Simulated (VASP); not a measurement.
Set up this calculation in VASP 6.6.1, as the native input.

```
Task                   : single point
Functional             : PBEsol
Potentials or basis    : VASP PAW PBE potentials, release 64 (Ta_pv, Cu, N)
Cutoff                 : 520 eV
k mesh                 : 2 × 2 × 2
Occupations            : fermi-dirac, width 0.05 eV
Spin                   : no spin polarisation
Dipole correction      : no
Further INCAR settings : LREAL = Auto; ALGO = Normal; EDIFF = 1e-06; NBANDS = 72
```

The structure of Ta4Cu3N8 (a cell with a defect) lies in POSCAR:

```
Ta4Cu3N8
1.0
   -3.1987200000     -1.8467820000      5.9289200000
    3.1987200000     -1.8467820000      5.9289200000
    0.0000000000      3.6935640000      5.9289200000
Ta Cu N
4 3 8
Direct
    0.4782896753      0.5428154856      0.4982609294
   -0.0138149665      0.0432078426      0.4974821702
   -0.0070077032      0.4757166366     -0.0199256811
    0.5074515248     -0.0009705941      0.0093297060
    0.0017977876     -0.0715127867      0.0391360741
    0.5387045807     -0.0507186886      0.5247786587
    0.0646033205      0.4557910456      0.4691281776
    0.0983991589      0.1070588728      0.1289367653
    0.8682084469      0.8949378887      0.8997669774
    0.6134171829      0.5925650921      0.1326595012
    0.3710799575      0.4060627006      0.8680810925
    0.6492969413      0.0544027337      0.6251089444
    0.4130709953      0.8942634723      0.3746413391
    0.1020626527      0.6230210361      0.5995757770
    0.8606635386      0.3978221520      0.4132184309
```

One way to write it, as run:

INCAR

```
SYSTEM = Ta4Cu3N8
  PREC = Accurate
  ENCUT = 520
  EDIFF = 1E-6
  ISMEAR = -1
  SIGMA = 0.05
  LREAL = Auto
  LASPH = .True.
  NELM = 100
  ALGO = Normal
  ISIF = 2
  LWAVE = .False.
  LCHARG = .False.
  GGA = PS
  NBANDS = 72
```

KPOINTS

```
regular mesh
0
Gamma
  2 2 2
  0 0 0
```

Potentials or basis: VASP PAW PBE potentials, release 64 (Ta_pv, Cu, N).

Command:

```bash
$ cat potpaw_PBE.64/Ta_pv/POTCAR potpaw_PBE.64/Cu/POTCAR potpaw_PBE.64/N/POTCAR > POTCAR
$ mpirun -np 1 vasp_std > vasp.out
```

Results of the run:

```yaml
Pressure: -2.6 GPa
Largest_force: 3.250 eV/Å
Band_gap_on_the_k_mesh: none (metal or under the smearing width)
```

Caveat: the k mesh is coarse (spacing up to 0.59 Å⁻¹), so the values aren't converged; the PAW data sets were made with another functional, which shifts forces and pressure a little; the run has no spin polarisation, though such a crystal can be magnetic.

It took 15 min on 1 thread of AMD EPYC 7R43 64-Core Processor (Zen 3), on a shared host, peak memory 0.38 GiB.
